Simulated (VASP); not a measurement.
# HfWF3 (P6/mmm) in VASP: settings compared

Aim: see how the results for HfWF3 move with the level of theory and the settings. Levels: PBE, RPBE. Tasks: relaxation of cell and atoms, relaxation of the atoms.

Program: VASP 6.6.1. These are calculated values, not measurements. Logs are shortened: lines on timing, memory, paths and dates and some standing lists are left out, and cuts for length are marked.

## Step 1: The crystal as given

Symmetry: P6/mmm, No. 191, hexagonal system. The conventional cell has a = 4.505 Å, b = 4.505 Å, c = 4.693 Å, α = 90.00°, β = 90.00°, γ = 120.00°. Hf (site symmetry 6/mmm) is surrounded by 2 W at 2.35 Å. W (site symmetry 6/mmm) is surrounded by 6 F at 2.25 Å and 2 Hf at 2.35 Å. F (site symmetry mmm) has 4 F at 2.25 Å and 2 W at 2.25 Å as nearest neighbours.

The cell was built by a generator and needn't be a form met in nature.

## Step 2: Relaxation of cell and atoms, PBE

File INCAR:

```
PREC = Accurate ; ENCUT = 600
EDIFF = 1E-7 ; ISMEAR = 0
SIGMA = 0.05 ; LREAL = False
LASPH = True ; NELM = 60
ALGO = Normal ; ISIF = 3
LWAVE = False ; LCHARG = False
GGA = PE ; IBRION = 2
NSW = 40 ; EDIFFG = -0.005
```

File KPOINTS:

```
regular mesh
0
Gamma
  7 7 6
```

File POSCAR:

```
HfWF3
1.0
    4.5050593600      0.0000000000      0.0000000000
   -2.2525296800      3.9014958500      0.0000000000
    0.0000000000      0.0000000000      4.6932753800
Hf W F
1 1 3
Direct
    0.0000000000      0.0000000000      0.5000000000
    0.0000000000      0.0000000000      0.0000000000
    0.5000000000      0.0000000000      0.0000000000
    0.0000000000      0.5000000000      0.0000000000
    0.5000000000      0.5000000000      0.0000000000
```

Potentials or basis: VASP PAW PBE potentials, release 64 (Hf_pv, W_sv, F).

The run is started by

```bash
cat potpaw_PBE.64/Hf_pv/POTCAR potpaw_PBE.64/W_sv/POTCAR potpaw_PBE.64/F/POTCAR > POTCAR
mpirun -np 1 vasp_std > vasp.out
```

OUTCAR:

```text
PREC = Accurate
   ENCUT = 600
   EDIFF = 1E-7
   ISMEAR = 0
   LREAL = False
   LASPH = True
   NELM = 60
   ISIF = 3
   GGA = PE
   IBRION = 2
   NSW = 40
   EDIFFG = -0.005

 ion  position               nearest neighbor table
   1  0.000  0.000  0.500-   2 2.35   2 2.35
   2  0.000  0.000  0.000-   4 2.25   5 2.25   4 2.25   5 2.25   3 2.25   3 2.25   1 2.35   1 2.35

   3  0.500  0.000  0.000-   2 2.25   2 2.25
   4  0.000  0.500  0.000-   2 2.25   2 2.25
   5  0.500  0.500  0.000-   2 2.25   2 2.25

  LATTYP: Found a hexagonal cell.
 ALAT       =     4.5050593600
 C/A-ratio  =     1.0417788102

  Lattice vectors:

 A1 = (   4.5050593600,   0.0000000000,   0.0000000000)
 A2 = (  -2.2525296800,   3.9014958500,   0.0000000000)
 A3 = (   0.0000000000,   0.0000000000,   4.6932753800)

Analysis of symmetry for initial positions (statically):
=====================================================================
 Subroutine PRICEL returns:
 Original cell was already a primitive cell.

 Routine SETGRP: Setting up the symmetry group for a
 hexagonal supercell.

 Subroutine GETGRP returns: Found 24 space group operations
 (whereof 24 operations were pure point group operations)
 out of a pool of 24 trial point group operations.

The static configuration has the point symmetry D_6h.

Analysis of symmetry for dynamics (positions and initial velocities):
=====================================================================
 Subroutine PRICEL returns:
 Original cell was already a primitive cell.

 Routine SETGRP: Setting up the symmetry group for a
 hexagonal supercell.

 Subroutine GETGRP returns: Found 24 space group operations
 (whereof 24 operations were pure point group operations)
 out of a pool of 24 trial point group operations.

The dynamic configuration has the point symmetry D_6h.

 Subroutine INISYM returns: Found 24 space group operations
 (whereof 24 operations are pure point group operations),
 and found     1 'primitive' translations

----------------------------------------------------------------------------------------

                                     Primitive cell

  volume of cell :      82.4912

  direct lattice vectors                    reciprocal lattice vectors
     4.505059360  0.000000000  0.000000000     0.221972658  0.128155974  0.000000000
[... 101 lines left out ...]
   TEBEG  =    0.0;   TEEND  =   0.0 temperature during run
   PSTRESS=    0.0 pullay stress
   NELECT =      45.0000    total number of electrons
   NUPDOWN=      -1.0000    fix difference up-down
   EMIN   =  10.00;   EMAX   =-10.00  energy-range for DOS
   EFERMI =   0.00;   METHOD = LEGACY
   ISMEAR =     0;   SIGMA  =   0.05  broadening in eV -4-tet -1-fermi 0-gaus
   EFERMI_NEDOS =   21; number of points for ismear=-14 and -15
   IALGO  =     38    algorithm
   IMIX   =      4    mixing-type and parameters
     AMIX     =   0.40;   BMIX     =  1.00
     AMIX_MAG =   1.60;   BMIX_MAG =  1.00
  volume/ion in A,a.u.               =      16.50       111.34
  Fermi-wavevector in a.u.,A,eV,Ry     =   1.337652  2.527796 24.345075  1.789313
  Thomas-Fermi vector in A             =   2.466184
   LORBIT       =      0    0 simple, 1 ext, 2 COOP (PROOUT), +10 PAW based schemes
   GGA     = PE    functional components
   LHFCALC =     F    Hartree Fock is set to
   AEXX    =    0.0000 exact exchange contribution
   IVDW    =     0    specifies the selected vdW correction
   LEPSILON=     F    determine dielectric tensor
   LRPA    =     F    only Hartree local field effects (RPA)
 conjugate gradient relaxation of ions
 non-spin polarized calculation
 Gauss-broadening in eV      SIGMA  =   0.05
  energy-cutoff  :      600.00
  volume of cell :       82.49
 maximum number of plane-waves:      2775
 NGX is ok and might be reduce to    36
   NGX = 17   NGY = 17   NGZ = 19

--------------------------------------- Ionic step        1  -------------------------------------------

 number of electron      45.0000030 magnetization

 Free energy of the ion-electron system (eV)
  ---------------------------------------------------
  ext. energy  EPLUGINS =         0.00000000
  ---------------------------------------------------
  free energy    TOTEN  =       -29.64825268 eV

  energy without entropy =      -29.64502884  energy(sigma->0) =      -29.64664076

------------------------ aborting loop because EDIFF is reached ----------------------------------------

  FORCE on cell =-STRESS in cart. coord.  units (eV):
  Direction    XX          YY          ZZ          XY          YZ          ZX
  --------------------------------------------------------------------------------------
  -------------------------------------------------------------------------------------
  Total       -1.6010212     -1.6010212     12.4921953      0.0000000      0.0000000      0.0000000
  in kB      -31.0956731    -31.0956731    242.6284040      0.0000000      0.0000000      0.0000000
  external PRESSURE =      60.1456860 kB  Pullay stress =       0.0000000 kB
[... 299 lines left out ...]
--------------------------------------- Ionic step        9  -------------------------------------------

 number of electron      44.9999969 magnetization

 Free energy of the ion-electron system (eV)
  ---------------------------------------------------
  ext. energy  EPLUGINS =         0.00000000
  ---------------------------------------------------
  free energy    TOTEN  =       -30.34974633 eV

  energy without entropy =      -30.34487006  energy(sigma->0) =      -30.34730820

 E-fermi :   3.2014     XC(G=0):  -9.8413

 val. band max:        3.1623206939   @ k =   0.2857   0.1429   0.3333
 cond. band min:       3.2119435254   @ k =   0.2857   0.2857   0.3333
 fundamental gap:      0.0496228315
 Fermi energy:         3.2013558646

 k-point     1 :       0.0000    0.0000    0.0000
  band No.  band energies     occupation
      1     -71.8424      2.00000
      2     -36.2725      2.00000
      3     -36.2725      2.00000
      4     -35.4442      2.00000
      5     -28.6829      2.00000
      6     -28.6829      2.00000
[... 709 lines left out ...]
     26       5.0375      0.00000
     27       5.1024      0.00000

 [... further k-points ...]

------------------------ aborting loop because EDIFF is reached ----------------------------------------

  FORCE on cell =-STRESS in cart. coord.  units (eV):
  Direction    XX          YY          ZZ          XY          YZ          ZX
  --------------------------------------------------------------------------------------
  -------------------------------------------------------------------------------------
  Total       -0.0208688     -0.0208688     -0.0038471      0.0000000     -0.0000000     -0.0000000
  in kB       -0.3855960     -0.3855960     -0.0710829      0.0000000     -0.0000000     -0.0000000
  external PRESSURE =      -0.2807583 kB  Pullay stress =       0.0000000 kB
[... 20 lines left out ...]
  FREE ENERGIE OF THE ION-ELECTRON SYSTEM (eV)
  ---------------------------------------------------
  free  energy   TOTEN  =       -30.3497463312 eV

  energy  without entropy=      -30.3448700617  energy(sigma->0) =      -30.34730820

 reached required accuracy - stopping structural energy minimisation
```

OSZICAR:

```text
N       E                     dE             d eps       ncg     rms          rms(c)
DAV:   1     0.421198403597E+03    0.42120E+03   -0.26817E+04  1728   0.184E+03
DAV:   2    -0.121986864543E+01   -0.42242E+03   -0.41040E+03  1999   0.477E+02
DAV:   3    -0.335959886361E+02   -0.32376E+02   -0.31628E+02  2079   0.118E+02
[... 94 lines left out ...]
DAV:   4    -0.303497506953E+02    0.45602E-04   -0.16251E-04  2153   0.759E-02    0.164E-02
DAV:   5    -0.303497477451E+02    0.29502E-05   -0.77899E-06  2000   0.188E-02    0.113E-02
DAV:   6    -0.303497465548E+02    0.11903E-05   -0.20973E-06  2214   0.800E-03    0.250E-03
DAV:   7    -0.303497463592E+02    0.19558E-06   -0.28523E-07  1502   0.319E-03    0.644E-04
DAV:   8    -0.303497463312E+02    0.28015E-07   -0.23212E-08   993   0.111E-03
   9 F= -.30349746E+02 E0= -.30347308E+02  d E =-.201454E-04
```

CONTCAR:

```text
HfWF3
   1.00000000000000
     4.3609629331944069    0.0000000000000000    0.0000000000000000
    -2.1804814665972034    3.7767046839162761   -0.0000000000000000
     0.0000000000000000    0.0000000000000000    5.2647886836453113
  Hf              W               F
     1     1     3
Direct
     0.0000000000000000    0.0000000000000000    0.5000000000000000
     0.0000000000000000    0.0000000000000000    0.0000000000000000
     0.5000000000000000    1.0000000000000000    1.0000000000000000
     0.0000000000000000    0.5000000000000000    0.0000000000000000
     0.5000000000000000    0.5000000000000000    1.0000000000000000

  0.00000000E+00  0.00000000E+00  0.00000000E+00
  0.00000000E+00  0.00000000E+00  0.00000000E+00
  0.00000000E+00  0.00000000E+00  0.00000000E+00
  0.00000000E+00  0.00000000E+00  0.00000000E+00
  0.00000000E+00  0.00000000E+00  0.00000000E+00
```

Run time: 8 min. Hardware: 1 thread of Intel Xeon Platinum 8259CL at 2.50GHz (Skylake/Cascade Lake), shared host; peak memory 0.29 GiB.

What came out:

| Property | Result |
| --- | --- |
| Free energy | -30.3497 eV |
| Relaxed volume | 17.34 Å³/atom |
| Relaxed cell | a = 4.361 Å, b = 4.361 Å, c = 5.265 Å, α = 90.00°, β = 90.00°, γ = 120.00° |
| Space group after relaxing (to 0.05 Å) | P6/mmm (No. 191) |
| Energy gained by relaxing | 140.3 meV/atom |
| Ionic steps | 9 |
| Pressure after relaxing | 0.0 GPa |
| Band gap on the k mesh | none (metal or under the smearing width) |

The path:
| step | energy change (eV) | largest force (eV/Å) | pressure (GPa) | volume (Å³) |
| --- | --- | --- | --- | --- |
| 1 | 0.0000 | 0.0000 | 6.01 | 82.49 |
| 2 | -0.6591 | 0.0000 | -3.21 | 89.60 |
| 3 | -0.6594 | 0.0000 | -3.36 | 89.76 |
| 4 | -0.6906 | 0.0000 | 1.51 | 85.59 |
| 5 | -0.7008 | 0.0000 | -0.27 | 86.94 |
| 6 | -0.7008 | 0.0000 | -0.19 | 86.88 |
| 7 | -0.7014 | 0.0000 | 0.05 | 86.65 |
| 8 | -0.7015 | 0.0000 | 0.08 | 86.63 |
| 9 | -0.7015 | 0.0000 | -0.03 | 86.71 |

Final structure:
```
CELL_PARAMETERS angstrom
4.36096 0.00000 0.00000
-2.18048 3.77670 0.00000
0.00000 0.00000 5.26479
ATOMIC_POSITIONS crystal
Hf 0.00000 0.00000 0.50000
W 0.00000 0.00000 0.00000
F 0.50000 0.00000 0.00000
F 0.00000 0.50000 0.00000
F 0.50000 0.50000 0.00000
```

Levels at points of the mesh, in eV from the Fermi level:
| k point | band 19 | band 20 | band 21 | band 22 | band 23 | band 24 | band 25 | band 26 | band 27 |
| --- | --- | --- | --- | --- | --- | --- | --- | --- | --- |
| (0.00, 0.00, 0.00) | -1.75 | -1.74 | -1.74 | -1.53 | -1.53 | 0.43 | 0.43 | 1.44 | 1.44 |
| (0.00, 0.00, 0.50) | -1.53 | -1.53 | -0.87 | -0.58 | -0.58 | 0.84 | 0.84 | 1.07 | 1.10 |

Caveat: an odd number of electrons without spin polarisation forces a metal; a magnetic or distorted state may lie lower.

## Step 3: Relaxation of the atoms, RPBE

File INCAR:

```
  PREC = Accurate
  ENCUT = 520
  EDIFF = 1E-6
  ISMEAR = 0
  SIGMA = 0.05
  LREAL = F
  LASPH = T
  NELM = 100
  ALGO = Normal
  ISIF = 2
  LWAVE = F
  LCHARG = F
  GGA = RP
  IBRION = 2
  NSW = 60
  EDIFFG = -0.02
```

File KPOINTS:

```
Automatic mesh
0
Gamma
  7 7 6
```

POSCAR is that of step 2.

Potentials or basis: VASP PAW PBE potentials, release 64 (Hf_pv, W_sv, F).

The run is started by

```bash
cat potpaw_PBE.64/Hf_pv/POTCAR potpaw_PBE.64/W_sv/POTCAR potpaw_PBE.64/F/POTCAR > POTCAR
mpirun -np 1 vasp_std > vasp.out
```

Wall time 79 s (1 thread of Intel Xeon Platinum 8259CL at 2.50GHz (Skylake/Cascade Lake), shared host); peak memory 0.24 GiB.

The run converged. Its results:

```
Free energy             : -27.6965 eV
Pressure after relaxing : 9.3 GPa
Band gap on the k mesh  : none (metal or under the smearing width)
```

Stress tensor (GPa, compression positive):
```
 0.65  0.00  0.00
 0.00  0.65  0.00
 0.00  0.00 26.69
```

Final structure:
```
CELL_PARAMETERS angstrom
4.50506 0.00000 0.00000
-2.25253 3.90150 0.00000
0.00000 0.00000 4.69328
ATOMIC_POSITIONS crystal
Hf 0.00000 0.00000 0.50000
W 0.00000 0.00000 0.00000
F 0.50000 0.00000 0.00000
F 0.00000 0.50000 0.00000
F 0.50000 0.50000 0.00000
```

Levels at points of the mesh, in eV from the Fermi level:
```tsv
k point	band 20	band 21	band 22	band 23	band 24	band 25	band 26	band 27
(0.00, 0.00, 0.00)	-3.18	-2.06	-1.86	-1.86	-0.16	-0.16	1.75	1.75
(0.00, 0.00, 0.50)	-1.13	-1.13	-0.76	0.38	0.49	0.49	1.07	1.07
```

Caveat: the relaxation stopped at its first step, so nothing moved; the PAW data sets were made with another functional, which shifts forces and pressure a little; an odd number of electrons without spin polarisation forces a metal; a magnetic or distorted state may lie lower.

## Step 4: The reference run

An earlier run on the cell as given: functional PBE; potentials or basis VASP PAW PBE potentials, release 64 (Hf_pv, W_sv, F); cutoff 520 eV; k mesh 7 × 7 × 6; occupations fermi-dirac, width 0.05 eV; no spin polarisation.

- Pressure: 6.1 GPa
- Band gap on the k mesh: none (metal or under the smearing width)

## Step 5: Overview

| task | level | cell | cutoff (eV) | smearing | gap on the mesh (eV) | pressure (GPa) |
| --- | --- | --- | --- | --- | --- | --- |
| relaxation of cell and atoms | PBE | relaxed | 600 | gaussian 0.05 eV | none | 0.0 |
| relaxation of the atoms | RPBE | atoms relaxed | 520 | gaussian 0.05 eV | none | 9.3 |
| single point | PBE | as given | 520 | fermi-dirac 0.05 eV | none | 6.1 |

Alike in all rows: potentials or basis VASP PAW PBE potentials, release 64 (Hf_pv, W_sv, F); no spin polarisation; k mesh 7 × 7 × 6.

Caveats: an odd number of electrons without spin polarisation forces a metal; a magnetic or distorted state may lie lower; the relaxation stopped at its first step, so nothing moved (some runs); the PAW data sets were made with another functional, which shifts forces and pressure a little (some runs).

Absolute energies hang on the potentials; compare differences alone.
